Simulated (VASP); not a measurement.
Output of a VASP run:

**OSZICAR**
```
       N       E                     dE             d eps       ncg     rms          rms(c)
DAV:   1     0.465226923300E+02    0.46523E+02   -0.85864E+03  1016   0.128E+03
DAV:   2    -0.327078027622E+02   -0.79230E+02   -0.73149E+02  1416   0.261E+02
DAV:   3    -0.351464499468E+02   -0.24386E+01   -0.24304E+01  1340   0.467E+01
DAV:   4    -0.351617697550E+02   -0.15320E-01   -0.15309E-01  1240   0.381E+00
DAV:   5    -0.351619587015E+02   -0.18895E-03   -0.18890E-03  1308   0.399E-01    0.914E+00
DAV:   6    -0.335596097713E+02    0.16023E+01   -0.47256E+00  1292   0.178E+01    0.438E+00
DAV:   7    -0.334714156984E+02    0.88194E-01   -0.19669E-01  1180   0.437E+00    0.267E+00
DAV:   8    -0.334571128200E+02    0.14303E-01   -0.63424E-02  1116   0.241E+00    0.225E-01
DAV:   9    -0.334563953688E+02    0.71745E-03   -0.20221E-03  1284   0.473E-01    0.103E-01
DAV:  10    -0.334568229729E+02   -0.42760E-03   -0.68481E-04  1160   0.251E-01    0.300E-02
DAV:  11    -0.334568420309E+02   -0.19058E-04   -0.10655E-04  1268   0.911E-02    0.142E-02
DAV:  12    -0.334568431826E+02   -0.11517E-05   -0.13978E-05  1260   0.370E-02    0.230E-03
DAV:  13    -0.334568435287E+02   -0.34610E-06   -0.43765E-07  1244   0.729E-03    0.706E-04
DAV:  14    -0.334568435314E+02   -0.26450E-08   -0.12338E-08   776   0.128E-03
   1 F= -.33456844E+02 E0= -.33456844E+02  d E =-.334568E+02
       N       E                     dE             d eps       ncg     rms          rms(c)
DAV:   1    -0.334568101884E+02    0.33340E-04   -0.31401E-02  1128   0.169E+00    0.320E-02
DAV:   2    -0.334568475179E+02   -0.37329E-04   -0.43303E-04  1276   0.198E-01    0.194E-02
DAV:   3    -0.334568429610E+02    0.45569E-05   -0.65884E-06  1248   0.291E-02    0.835E-03
DAV:   4    -0.334568428067E+02    0.15428E-06   -0.41793E-06  1312   0.200E-02    0.210E-03
DAV:   5    -0.334568428182E+02   -0.11476E-07   -0.67498E-07  1212   0.878E-03
   2 F= -.33456843E+02 E0= -.33456843E+02  d E =0.713177E-06
       N       E                     dE             d eps       ncg     rms          rms(c)
DAV:   1    -0.334569067913E+02   -0.63985E-04   -0.78810E-03  1120   0.847E-01    0.158E-02
DAV:   2    -0.334569162584E+02   -0.94671E-05   -0.10896E-04  1280   0.993E-02    0.983E-03
DAV:   3    -0.334569149839E+02    0.12745E-05   -0.16384E-06  1248   0.145E-02    0.427E-03
DAV:   4    -0.334569148710E+02    0.11293E-06   -0.10631E-06  1320   0.101E-02    0.105E-03
DAV:   5    -0.334569148730E+02   -0.20200E-08   -0.16517E-07   668   0.446E-03
   3 F= -.33456915E+02 E0= -.33456915E+02  d E =-.713416E-04
```

### OUTCAR
```
------------------------ aborting loop because EDIFF is reached ----------------------------------------
  FORCE on cell =-STRESS in cart. coord.  units (eV):
  Direction    XX          YY          ZZ          XY          YZ          ZX
  --------------------------------------------------------------------------------------
  Total       -1.5854910     -1.5854913     -1.5858053      0.0000000      0.0000000      0.0000000
  in kB     -102.0173780   -102.0173982   -102.0376007      0.0000000      0.0000000      0.0000000
  external PRESSURE =    -102.0241256 kB  Pullay stress =       0.0000000 kB
  volume of cell :       24.90
      direct lattice vectors                 reciprocal lattice vectors
     1.295460985 -2.243804468 -0.000000000     0.385962994 -0.222835816  0.000000000
     1.295460985  2.243804468  0.000000000     0.385962994  0.222835816 -0.000000000
     0.000000000  0.000000000  4.283126058     0.000000000 -0.000000000  0.233474333
  FREE ENERGIE OF THE ION-ELECTRON SYSTEM (eV)
  ---------------------------------------------------
  free  energy   TOTEN  =       -33.4569148730 eV

  energy  without entropy=      -33.4569148730  energy(sigma->0) =      -33.45691487

 reached required accuracy - stopping structural energy minimisation
```
(Selected blocks of OUTCAR.)

POSCAR:
```
BN
1
    1.2953731856    -2.2436523988     0.0000000000
    1.2953731856     2.2436523988     0.0000000000
    0.0000000000     0.0000000000     4.2837066839
B N
2 2
Direct
  0.6666670000   0.3333330000   0.5002590611
  0.3333330000   0.6666670000   0.0002590611
  0.6666670000   0.3333330000   0.8747409389
  0.3333330000   0.6666670000   0.3747409389
```

Q: Reconstruct the remaining input files.

A: Several could match; the one computed here: the input of the run itself, revPBE GGA, plane waves, VASP's PBE PAW potentials (set 64).

File KPOINTS:
```
Automatic mesh
0
Gamma
10 10 5
0 0 0
```

INCAR:
```
ALGO = Normal
LREAL = .False.
ISIF = 4   # ions and shape, fixed volume
LWAVE = .False.
ENCUT = 520   # plane-wave cut-off (eV)
ISMEAR = 0   # Gaussian
IBRION = 2   # conjugate gradients
EDIFFG = -0.01
NSW = 30
LCHARG = .False.
EDIFF = 1E-7
SIGMA = 0.05   # width (eV)
GGA = RE
SYSTEM = BN
NELM = 100
LASPH = .True.   # aspherical one-centre terms
PREC = Accurate
```

POTCAR, in this order: B N (PBE.64 set). Program: vasp_std.

The compound is BN in the wurtzite structure, a metastable high-pressure form. This cell is one point of a volume scan, at 1.03 of the reference volume. Symmetry was kept, so distortions that lower it aren't found.
